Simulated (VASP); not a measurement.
# A few sheets of CoCl2: relaxation and electronic structure, part 3 of 3

Aim: model a few sheets of CoCl2 by a slab and find how far its highest filled level lies below the vacuum.

VASP 6.6.1; r2SCAN, spin-polarised from a ferromagnetic start; plane waves and PAW (Cl, Co).

Still holding for the runs below: The magnetic state follows from one typed start and may not be the lowest.

So far. Step 2 (Relaxing the slab): The run ended after 3 ionic steps, 0.000 eV below its first step, once the forces on the free atoms met EDIFFG = -0.03. Step 3 (Vacuum level and density of states): The vacuum level lies 6.90 eV above the highest filled level at the upper face; both faces agree, as the slab has next to no dipole.

### Step 4. Tunnelling image, filled states within 1 eV

A partial density over this window, at constant height above the top atom, is the Tersoff-Hamann picture of a tunnelling image.

INCAR reads:

```
SYSTEM = CoCl2
PREC = Normal
ENCUT = 300
EDIFF = 1E-05
NELM = 120
ISMEAR = 0
SIGMA = 0.05
LREAL = .FALSE.
ALGO = Normal
METAGGA = R2SCAN
LASPH = .TRUE.
NBANDS = 46
ISPIN = 2
MAGMOM = 0 0 0 0 2 2
LMAXMIX = 4
LWAVE = .FALSE.
LCHARG = .FALSE.
ISTART = 1
LPARD = .TRUE.
NBMOD = -2
EINT = -3.384 -2.364
LSEPB = .FALSE.
LSEPK = .FALSE.
```

POSCAR reads:

```
CoCl2
1.0
    3.5400119550      0.0000000000      0.0000000000
   -1.7700059770      3.0657402820      0.0000000000
    0.0000000000      0.0000000000     23.6212516423
Cl Co
4 2
Direct
    0.3333333330      0.6666666670      0.6824703470
    0.6666666670      0.3333333330      0.5704475865
    0.3333333330      0.6666666670      0.4295524135
    0.6666666670      0.3333333330      0.3175296530
    0.0000000000      0.0000000000      0.6267130499
    0.0000000000      0.0000000000      0.3732869501
```

KPOINTS reads:

```
Automatic mesh
0
Gamma
9 9 1
0 0 0
```

The projector-augmented-wave data sets are Cl and Co (PBE family, release 64).

The WAVECAR or CHGCAR of an earlier step is read.

Launch:

```sh
$ mpirun -np 2 vasp_std
```

The log of the run:

```text
[banner, memory and clock lines left out]
running    2 mpi-ranks, on    1 nodes
 distrk:  each k-point on    2 cores,    1 groups
 distr:  one band on    1 cores,    2 groups

 POSCAR found type information on POSCAR ClCo
 POSCAR found :  2 types and       6 ions
|                                                                             |
|               ----> ADVICE to this user running VASP <----                  |
|                                                                             |
|     You enforced a specific xc type in the INCAR file but a different       |
|     [... a line on the potential file left out ...]
|     I HOPE YOU KNOW WHAT YOU ARE DOING!                                     |
|                                                                             |

 LDA part: xc-table for (None), standard interpolation
 found WAVECAR, reading the header
 POSCAR, INCAR and KPOINTS ok, starting setup
 FFT: planning ... GRIDC
 FFT: planning ... GRID_SOFT
 FFT: planning ... GRID
 reading WAVECAR
 the WAVECAR file was read successfully
Calculating partial charge density.
NDMOD =  -2
Energy range energy from INCAR:   -3.384  -2.364
No KPOINTS given: use all of them.

*****************************************************
* Parameters from pardens
*****************************************************

NBMOD is set to  -2
Selected energy range (EINT)   -3.3840  -2.3640
Selected all k-points to calculate charge density.
k-point no.    1; bands inside the range    8
  17  18  19  20  23  24  25  26
k-point no.    2; bands inside the range    8
  17  18  19  20  23  24  25  26
k-point no.    3; bands inside the range    7
  17  18  19  20  24  25  26
k-point no.    4; bands inside the range    7
  17  18  19  20  24  25  26
k-point no.    5; bands inside the range    8
  17  18  19  20  23  24  25  26
k-point no.    6; bands inside the range    8
  17  18  19  20  23  24  25  26
k-point no.    7; bands inside the range    7
  17  18  19  20  24  25  26
k-point no.    8; bands inside the range    8
  17  18  19  20  23  24  25  26
k-point no.    9; bands inside the range    8
  17  18  19  20  23  24  25  26
k-point no.   10; bands inside the range    8
  17  18  19  20  23  24  25  26
k-point no.   11; bands inside the range    8
  17  18  19  20  23  24  25  26
k-point no.   12; bands inside the range    8
  17  18  19  20  23  24  25  26
Finished calculating partial charge density.
VASP will stop now.
```

Elapsed: 2.4 s, on 2 MPI ranks of Intel Xeon Platinum 8559C (Emerald Rapids), shared host.

OUTCAR, selected parts (step 4):

```text
The static configuration has the point symmetry D_3d.

 Found     12 irreducible k-points:

   NELECT =      46.0000    total number of electrons

[... 8 parts as in an earlier step ...]
```

Local density of states in the window along a and b. Constant height, 2.5 Å above the top atom.

Values in units of 1e-4 e/Å³, 12 rows by 16 columns, each cell a mean:
```
0.4 0.5 0.6 0.7 0.7 0.8 0.9 1.0 0.9 0.9 0.8 0.7 0.6 0.6 0.5 0.4
0.6 0.6 0.7 0.8 1.0 1.1 1.2 1.2 1.1 1.0 0.9 0.7 0.7 0.6 0.5 0.5
0.6 0.7 0.9 1.0 1.2 1.3 1.4 1.3 1.2 1.0 0.8 0.7 0.6 0.5 0.5 0.5
0.7 0.8 1.1 1.3 1.4 1.5 1.5 1.4 1.2 1.0 0.8 0.6 0.5 0.4 0.5 0.5
0.8 1.0 1.2 1.3 1.5 1.5 1.4 1.2 1.0 0.8 0.6 0.5 0.4 0.4 0.5 0.6
0.8 1.0 1.2 1.3 1.3 1.3 1.2 1.0 0.8 0.7 0.5 0.4 0.4 0.4 0.5 0.7
0.8 0.9 1.0 1.1 1.1 1.0 0.9 0.8 0.6 0.5 0.4 0.4 0.4 0.4 0.5 0.7
0.7 0.8 0.8 0.9 0.8 0.8 0.7 0.5 0.5 0.4 0.4 0.4 0.4 0.4 0.5 0.6
0.6 0.7 0.7 0.7 0.6 0.5 0.5 0.4 0.4 0.4 0.4 0.4 0.4 0.4 0.5 0.6
0.6 0.6 0.6 0.6 0.5 0.4 0.4 0.4 0.4 0.4 0.4 0.4 0.4 0.4 0.5 0.5
0.5 0.5 0.5 0.5 0.5 0.5 0.5 0.5 0.5 0.5 0.5 0.5 0.5 0.5 0.5 0.5
0.3 0.4 0.5 0.6 0.6 0.6 0.7 0.7 0.7 0.7 0.7 0.6 0.6 0.6 0.5 0.4
```
Columns: along a (fractional) from 0 to 0.969; rows upwards: along b (fractional) from 0 to 0.969.

Partial charge density in the ca plane at fractional y = 0.000, with atoms of Co within 0.2 Å of it. It is the smooth field of the valence electrons, not physical close to the nuclei.

Ten steps, logarithmic in the rise over the least value, from '0' (0.0 Å⁻³) to '9' (3.1 Å⁻³), each cell a mean:
```
00000000000000000000005898300000000000279851
00000000000000000000003565200000000000256531
00000000000000000000111111111000000011111111
00000000000000000001111000111100000111100001
00000000000000000001211000112100000122100001
00000000000000000001110000111100000111100001
00000000000000000000001332100000000000123320
00000000000000000000014787300000000000268751
00000000000000000000004898300000000000279950
```
Columns run along c (16.0 Å, from fractional 0.01 to 0.68 of the cell), rows up along a (3.5 Å). Atoms in or near the plane, at fractional coordinates: Co at (0.63, 0.00), Co at (0.37, 0.00).

Shared out to the nearest atoms, the partial charge density (by size) has 65 % on Co; its largest share on one atom is 32 % (Co6), and it takes 4 of the 6 atoms to pass 80 %.

Between its 5th and 95th percentile the partial density varies by a factor of 3.4, which sets the contrast of the image.

### Step 5. Tunnelling image, empty states within 1 eV

A partial density over this window, at constant height above the top atom, is the Tersoff-Hamann picture of a tunnelling image.

Changes to INCAR since step 4:

```diff
@@ -20,3 +20,3 @@
 NBMOD = -2
-EINT = -3.384 -2.364
+EINT = -0.878 0.142
 LSEPB = .FALSE.
```

POSCAR is that of step 4.

KPOINTS is that of step 4.

The WAVECAR or CHGCAR of an earlier step is read.

Launch:

```sh
$ mpirun -np 2 vasp_std
```

The log of the run:

```text
 LDA part: xc-table for (None), standard interpolation
 found WAVECAR, reading the header
 POSCAR, INCAR and KPOINTS ok, starting setup
 FFT: planning ... GRIDC
 FFT: planning ... GRID_SOFT
 FFT: planning ... GRID
 reading WAVECAR
 the WAVECAR file was read successfully
Calculating partial charge density.
NDMOD =  -2
Energy range energy from INCAR:   -0.878   0.142
No KPOINTS given: use all of them.

NBMOD is set to  -2
Selected energy range (EINT)   -0.8780   0.1420
Selected all k-points to calculate charge density.
k-point no.    1; bands inside the range    2
  21  22
k-point no.    2; bands inside the range    2
  21  22
k-point no.    3; bands inside the range    2
  21  22
k-point no.    4; bands inside the range    2
  21  22
k-point no.    5; bands inside the range    2
  21  22
k-point no.    6; bands inside the range    2
  21  22
k-point no.    7; bands inside the range    2
  21  22
k-point no.    8; bands inside the range    2
  21  22
k-point no.    9; bands inside the range    2
  21  22
k-point no.   10; bands inside the range    3
  21  22  23
k-point no.   11; bands inside the range    3
  21  22  23
k-point no.   12; bands inside the range    2
  21  22
Finished calculating partial charge density.
VASP will stop now.

[... 3 parts as in an earlier step ...]
```

The job ended after 2.4 s (2 MPI ranks; 3.2 s of CPU time).

OUTCAR, selected parts (step 5):

```text
   NELECT =      46.0000    total number of electrons

[... 8 parts as in an earlier step ...]

[... 2 further parts left out ...]
```

Local density of states in the window along a and b. Constant height, 2.5 Å above the top atom.

log10 of the mean of each cell in e/Å³; the least values stand at a floor. Values, 12 rows by 16 columns:
```
-10.4 -10.4  -8.0  -5.3  -4.9  -4.7  -4.7  -4.6  -4.7  -4.7  -4.8  -4.9  -6.5 -10.4 -10.4 -10.4
-10.4  -6.4  -5.2  -4.8  -4.6  -4.6  -4.5  -4.6  -4.6  -4.6  -4.7  -5.0  -7.2 -10.4 -10.4 -10.4
 -5.5  -5.0  -4.7  -4.6  -4.5  -4.5  -4.5  -4.5  -4.5  -4.6  -4.7  -5.0  -5.7 -10.4 -10.4  -7.2
 -4.8  -4.7  -4.6  -4.5  -4.5  -4.4  -4.4  -4.5  -4.6  -4.6  -4.8  -4.9  -5.1  -5.3  -5.2  -5.0
 -4.7  -4.6  -4.6  -4.5  -4.4  -4.4  -4.5  -4.5  -4.6  -4.7  -4.8  -4.9  -5.0  -5.0  -4.9  -4.8
 -4.7  -4.6  -4.5  -4.5  -4.5  -4.5  -4.6  -4.6  -4.7  -4.8  -4.8  -4.9  -4.9  -4.9  -4.8  -4.8
 -4.7  -4.7  -4.6  -4.6  -4.6  -4.6  -4.7  -4.7  -4.8  -4.8  -4.9  -4.9  -4.9  -4.9  -4.8  -4.7
 -4.8  -4.7  -4.8  -4.7  -4.7  -4.8  -4.8  -4.8  -4.9  -4.9  -4.9  -4.9  -4.9  -4.9  -4.9  -4.8
 -5.1  -5.2  -5.2  -5.2  -5.0  -4.9  -4.9  -4.9  -4.9  -4.9  -4.9  -4.9  -4.9  -4.9  -4.9  -5.0
-10.4 -10.4 -10.4 -10.4  -5.7  -5.1  -5.0  -4.9  -4.9  -4.9  -4.9  -4.9  -4.9  -5.0  -5.3  -5.8
-10.4 -10.4 -10.4 -10.4  -5.7  -5.1  -4.9  -4.9  -4.8  -4.8  -4.8  -4.9  -5.0  -5.5  -6.8 -10.4
-10.4 -10.4 -10.4 -10.4  -5.3  -4.9  -4.8  -4.7  -4.7  -4.7  -4.8  -4.9  -5.3 -10.4 -10.4 -10.4
```
Columns: along a (fractional) from 0 to 0.969; rows upwards: along b (fractional) from 0 to 0.969.

Partial charge density in the ca plane at fractional y = 0.000, with atoms of Co within 0.2 Å of it. It is the smooth field of the valence electrons, not physical close to the nuclei.

Ten steps, logarithmic in the rise over the least value, from '0' (0.0 Å⁻³) to '9' (1.2 Å⁻³), each cell a mean:
```
00000000000000000000147898631000000013689874
00000000000000000000012463210000000001225411
00000000000000000000000121000000000000012100
00000000000000000000000000000000000000000000
00000000000000000000000000000000000000000000
00000000000000000000000010000000000000001100
00000000000000000000000241000000000000014300
00000000000000000000135676421000000002457753
00000000000000000000258999841000000013799995
```
Columns run along c (16.0 Å, from fractional 0.01 to 0.68 of the cell), rows up along a (3.5 Å). Atoms in or near the plane, at fractional coordinates: Co at (0.63, 0.00), Co at (0.37, 0.00).

Shared out to the nearest atoms, the partial charge density has 92 % on Co; its largest share on one atom is 46 % (Co6), and it takes 2 of the 6 atoms to pass 80 %.

### Step 6. Derived quantities

This step: slab, r2SCAN; plane waves and PAW (VASP 6.6.1).

Derived from the runs above.

This step gave:

* ionisation potential at the upper face: 6.905 eV

### Step 7. Results

| Item | Value |
| --- | --- |
| ionisation potential of the slab | 6.90 eV |

What this shows: The ionisation potential is 6.90 eV at both faces. The crystal is layered and no dispersion term is used, so the spacing and binding between its layers, and what hangs on them, are unreliable. The atoms hardly moved within the symmetry of the start. The largest moment is 2.63 μB. Semilocal band edges put the ionisation potential too low and the gap too small. The cell in the plane was kept as given and was not relaxed here. The slab has a gap, so the level below the vacuum is counted from the highest filled level.

[Lines on the potential files, build, host, timing and source positions are cut from VASP's logs without a mark.]

[Logs are printed without paths, hosts, clocks, repeated set-up lines and the standing remarks that a program may print on its own settings, such as how far it seeks lower states.]

[Hosts, paths, dates, database ids (printed as entryN), source tags and the programs' standing remarks are cut or masked in the printed files.]

[In band tables of VASP the shares of atoms and orbitals are scaled to a sum of 1 inside the atoms' spheres.]

[Runs that stopped without an error message from VASP are left out.]
